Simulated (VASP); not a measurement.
```
CELL_PARAMETERS angstrom
      4.28450     0.00000     0.00000
     -2.14225     3.71049     0.00000
      0.00000     0.00000     5.59141
ATOMIC_POSITIONS crystal
  Ga 0.33333 0.66667 0.25000
  Ga 0.66667 0.33333 0.75000
  As 0.66667 0.33333 0.25000
  As 0.33333 0.66667 0.75000
```

Method: PBEsol GGA, VASP's PBE PAW potentials (set 64) (plane waves; VASP). Numerical set-up: 400 eV cut-off, 11×11×8 Γ-centred mesh, tetrahedra with Blöchl corrections, potentials Ga_d As.

Without a dispersion term in the relaxation, distances and binding between the weakly bound layers, chains or molecules are unreliable, and so is what depends on them.

**Question.** What does the run give for the energy per atom (σ→0), band gap (on the k-mesh) with the smallest direct gap where there is one?

**Answer.** 
The band gap (on the k-mesh) is none (metal, semimetal or under 0.01 eV) and the energy per atom (σ→0) is -4.224 eV/atom.

The absolute energy has meaning only against runs of the same code, potentials and settings.

The structure was generated: GaAs was put into the layered h-BN type type (P6_3/mmc), which need not be its known phase. It was relaxed first, which changed the volume by -40 %.
